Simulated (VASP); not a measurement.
An input for Quantum ESPRESSO's pw.x (written as the equivalent of a VASP run, and not itself run):

```
&CONTROL
  calculation = 'vc-relax'
  pseudo_dir = './pseudo'
  outdir = './out'
  tprnfor = .true.
  tstress = .true.
  nstep = 40
  forc_conv_thr = 0.00078
/
&SYSTEM
  ibrav = 0
  nat = 4
  ntyp = 2
  ecutwfc = 82.3
  occupations = 'smearing'
  smearing = 'methfessel-paxton'
  degauss = 0.00735
  input_dft = 'pbesol'
/
&ELECTRONS
  conv_thr = 7.3e-08
  electron_maxstep = 100
/
&IONS
/
&CELL
  press = 200
/
ATOMIC_SPECIES
  Hg 200.592 Hg.upf
  Te 127.600 Te.upf
CELL_PARAMETERS angstrom
     3.9537852    0.0000000    0.0000000
    -1.9768926    3.4240787    0.0000000
     0.0000000    0.0000000    7.1666764
ATOMIC_POSITIONS crystal
  Hg   0.0000000  0.0000000  0.0000000
  Hg   0.0000000  0.0000000  0.5000000
  Te   0.3333330  0.6666670  0.2500000
  Te   0.6666670  0.3333330  0.7500000
K_POINTS automatic
  9 9 5 0 0 0
```

Question: Write the VASP files for the same calculation (PBEsol).

Answer: One answer among several that fit: 
KPOINTS:
```
Automatic
0
Gamma
  9 9 5
0 0 0
```

**INCAR**
```
LREAL = .FALSE.   ! projection in real space or not
LCHARG = .FALSE.
LWAVE = .FALSE.
LASPH = .TRUE.   ! aspherical one-centre terms
GGA = PS   ! PBEsol
SIGMA = 0.1   ! width (eV)
EDIFFG = -0.02   ! ionic stop
ALGO = Normal   ! blocked Davidson
SYSTEM = HgTe
NSW = 40
EDIFF = 1E-6   ! SCF stop (eV)
ISIF = 3   ! ions, shape and volume
ENCUT = 500   ! plane-wave cut-off (eV)
NELM = 100   ! most electronic steps
IBRION = 2   ! conjugate gradients
ISMEAR = 1
LMAXMIX = 6   ! l cut-off of mixed one-centre charges
PSTRESS = 200   ! kbar
PREC = Accurate
```

**POSCAR**
```
HgTe
1
    3.9537852431     0.0000000000     0.0000000000
   -1.9768926214     3.4240787011     0.0000000000
    0.0000000000     0.0000000000     7.1666763524
Hg Te
2 2
Direct
  0.0000000000   0.0000000000   0.0000000000
  0.0000000000   0.0000000000   0.5000000000
  0.3333330000   0.6666670000   0.2500000000
  0.6666670000   0.3333330000   0.7500000000
```

POTCAR, in this order: Hg Te (PBE.64 set). Program: vasp_std.

The two are equivalent in intent, not identical: the potentials are each code's own (VASP's PAW set, PseudoDojo norm-conserving files in pw.x), so ENCUT and ecutwfc are chosen apart and not converted; conv_thr bounds pw.x's estimated SCF error, while EDIFF bounds the energy change between steps; forc_conv_thr acts on force components and is met together with etot_conv_thr.

The structure was generated: HgTe was put into the NiAs type type (P6_3/mmc), which need not be its known phase. This run relaxes it under an external pressure of 20 GPa. Symmetry was kept, so distortions that lower it aren't found.
